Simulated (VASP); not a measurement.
Here is a VASP 6.6.1 calculation.

Contents of INCAR:

```
SYSTEM = SiO
PREC = Accurate
ENCUT = 520
EDIFF = 1E-7
ISMEAR = -1
SIGMA = 0.05
LREAL = .FALSE.
LASPH = .TRUE.
NELM = 60
ALGO = Normal
ISIF = 2
LWAVE = .FALSE.
LCHARG = .TRUE.
METAGGA = R2SCAN
LMIXTAU = .TRUE.
LELF = .TRUE.
LVHAR = .TRUE.
NBANDS = 12
```

KPOINTS

```
Automatic mesh
0
G
  9 9 9
  0 0 0
```

The input POSCAR:

```
SiO
1.0
    2.8069700000      0.0000000000      0.0000000000
    0.0000000000      2.8069700000      0.0000000000
    0.0000000000      0.0000000000      2.8069700000
Si O
1 1
Direct
    0.0000000000      0.0000000000      0.0000000000
    0.5000000000      0.5000000000      0.5000000000
```

Potentials or basis: VASP PAW PBE potentials, release 64 (Si, O).

The run is started by

```sh
$ cat potpaw_PBE.64/Si/POTCAR potpaw_PBE.64/O/POTCAR > POTCAR
$ mpirun -np 1 vasp_std > vasp.out
```

Task: Predict the band gap on the k mesh.

Result: None (metal or under the smearing width).

Task: Estimate the pressure.

Result: -0.5 GPa.

Caveat: the PAW data sets were made with another functional, which shifts forces and pressure a little.
